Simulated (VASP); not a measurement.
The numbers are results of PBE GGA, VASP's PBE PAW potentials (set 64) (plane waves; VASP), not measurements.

VASP ran on this input.

File POSCAR:
```
Sc
1
    1.6819790000    -2.8532640000     0.0000000000
    1.6819790000     2.8532640000     0.0000000000
    0.0000000000     0.0000000000     5.1284800000
Sc
2
Direct
  0.3333330000   0.6666670000   0.2500000000
  0.6900580000   0.3567240000   0.7500000000
```

File KPOINTS:
```
Automatic mesh
0
Gamma
11 11 7
0 0 0
```

**INCAR**
```
ALGO = Normal
EDIFF = 1E-5
ENCUT = 400
GGA = PE
ISIF = 2
ISMEAR = 1
LASPH = .True.
LCHARG = .False.
LMAXMIX = 4
LREAL = .False.
LWAVE = .False.
NELM = 100
PREC = Accurate
SIGMA = 0.1
SYSTEM = Sc
```

POTCAR, in this order: Sc_sv (PBE.64 set). Program: vasp_std.

### Question
Estimate the energy per atom (σ→0), largest force, band gap (on the k-mesh).

### Answer

```yaml
energy per atom (σ→0): -6.245 eV/atom
band gap (on the k-mesh): none (metal, semimetal or under 0.01 eV)
largest_force: 0.00228 Ha/bohr
```

**OSZICAR**
```
...
DAV:   5    -0.138740393124E+02   -0.57393E-02   -0.57346E-02 12320   0.259E+00    0.761E+00
DAV:   6    -0.126561298119E+02    0.12179E+01   -0.28699E+00  9168   0.219E+01    0.227E+00
DAV:   7    -0.125007107408E+02    0.15542E+00   -0.69733E-01  9483   0.985E+00    0.870E-01
DAV:   8    -0.124905083879E+02    0.10202E-01   -0.27961E-02 10352   0.248E+00    0.236E-01
DAV:   9    -0.124891277124E+02    0.13807E-02   -0.75958E-03  9611   0.106E+00    0.219E-02
DAV:  10    -0.124891432858E+02   -0.15573E-04   -0.11684E-04 12318   0.163E-01    0.854E-03
DAV:  11    -0.124891388652E+02    0.44205E-05   -0.39715E-06  5809   0.325E-02
   1 F= -.12489139E+02 E0= -.12489025E+02  d E =-.340698E-03
```

The compound is Sc in the hcp structure. The cell was not relaxed at this level, atoms are displaced from their ideal sites. The run is one of a series of settings (EDIFF = 1E-5 against the base run), some of them coarse on purpose.
